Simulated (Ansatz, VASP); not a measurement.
# Two plane-wave programs on Be2CdS

```
CELL_PARAMETERS angstrom
4.21012 0.00000 0.00000
-2.10506 3.64607 0.00000
0.00000 0.00000 5.15703
ATOMIC_POSITIONS crystal
Be 0.33333 0.66667 0.00000
Be 0.66667 0.33333 0.00000
Cd 0.00000 0.00000 0.00000
S 0.00000 0.00000 0.50000
```

Alike in both runs: task relaxation of cell and atoms; functional PBE; k mesh 12 × 12 × 10; occupations gaussian, width 0.1 eV; no spin polarisation.

|  | VASP | Ansatz |
| --- | --- | --- |
| version | VASP 6.6.1 | Ansatz 0.2.0 |
| potentials or method | VASP PAW PBE potentials, release 64 (Be, Cd, S) | scalar-relativistic, plane waves, PAW |
| plane-wave cutoff (eV) | 600 | 420 |
| valence electrons in the cell | 22 | 30 |

|  | VASP | Ansatz | Ansatz less VASP |
| --- | --- | --- | --- |
| gap on the k mesh at the Fermi level, each at its own relaxed structure (eV) | none | none | - |
| relaxed volume (Å³/atom) | 19.78 | 19.72 | -0.061 |
| relaxed cell length with the largest relative difference (Å) | 5.119 | 5.110 | -0.0089 |

A gap of «none» marks a metal or a gap that the smearing closes. The two sets of potentials don't hold the same shells in valence.
